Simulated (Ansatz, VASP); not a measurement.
## Two plane-wave programs on GeB2C3

The input INCAR:

```
PREC = Accurate
ENCUT = 600
EDIFF = 1E-6
ISMEAR = 0
SIGMA = 0.1
LREAL = F
LASPH = T
NELM = 80
ALGO = Normal
ISIF = 3
LWAVE = F
LCHARG = F
GGA = PE
IBRION = 2
NSW = 90
EDIFFG = -0.04
```

File KPOINTS:

```
regular mesh
0
Gamma
  6 6 2
```

The input POSCAR:

```
GeB2C3
1.0
    3.2841412000      0.0000000000      0.0000000000
   -1.6420706000      2.8441497100      0.0000000000
    0.0000000000      0.0000000000      8.1492437700
Ge B C
1 2 3
Direct
    0.0000000000      0.0000000000      0.5000000000
    0.3333333300      0.6666666700      0.8271350300
    0.6666666700      0.3333333300      0.1728649700
    0.3333333300      0.6666666700      0.3480919900
    0.6666666700      0.3333333300      0.6519080100
    0.0000000000      0.0000000000      0.0000000000
```

Input for Ansatz:

```yaml
crystal:
  lattice:
    - [3.2841412, 0.0, 0.0]
    - [-1.6420706, 2.84414971, 0.0]
    - [0.0, 0.0, 8.14924377]
  atoms:
    - { symbol: Ge, position: [0.0, 0.0, 0.5] }
    - { symbol: B, position: [0.33333333, 0.66666667, 0.82713503] }
    - { symbol: B, position: [0.66666667, 0.33333333, 0.17286497] }
    - { symbol: C, position: [0.33333333, 0.66666667, 0.34809199] }
    - { symbol: C, position: [0.66666667, 0.33333333, 0.65190801] }
    - { symbol: C, position: [0.0, 0.0, 0.0] }
basis:
  ecutwfc: 420
kpoints:
  mp_grid: { grid: [6, 6, 2] }
hamiltonian:
  xc: pbe
scf:
  occupations: { method: gaussian, width: 0.1 }
  lower_state_search: "off"
output:
  forces: true
  stress: true
  eigenvalues: true
relax:
  adjacent_minimum: "off"
  f_tol: 0.04
  max_steps: 70
  cell: { stress_tol: 0.4 }
```

Change from the starting cell: species swapped into the Sn2GeTe3 type (P-3m1, No. 164).

Alike in both runs: task relaxation of cell and atoms; functional PBE; k mesh 6 × 6 × 2; occupations gaussian, width 0.1 eV; no spin polarisation.

|  | VASP | Ansatz |
| --- | --- | --- |
| version | VASP 6.6.1 | Ansatz 0.2.0 |
| potentials or method | VASP PAW PBE potentials, release 64 (Ge_d, B, C) | scalar-relativistic, plane waves, PAW |
| plane-wave cutoff (eV) | 600 | 420 |
| valence electrons in the cell | 32 | 32 |

```csv
,VASP,Ansatz,Ansatz less VASP
"gap on the k mesh at the Fermi level, each at its own relaxed structure (eV)",none,none,-
relaxed volume (Å³/atom),9.29,9.33,+0.047
relaxed cell length with the largest relative difference (Å),8.520,8.562,+0.0421
energy change over the relaxation (meV/atom),-1543,-1540,+2.1
```

A gap of «none» marks a metal or a gap that the smearing closes.

Caveats: the k mesh is coarse (spacing up to 0.39 Å⁻¹), so the values aren't converged; the volume moved by over 15 % at a fixed basis, so the end points are rough (VASP).
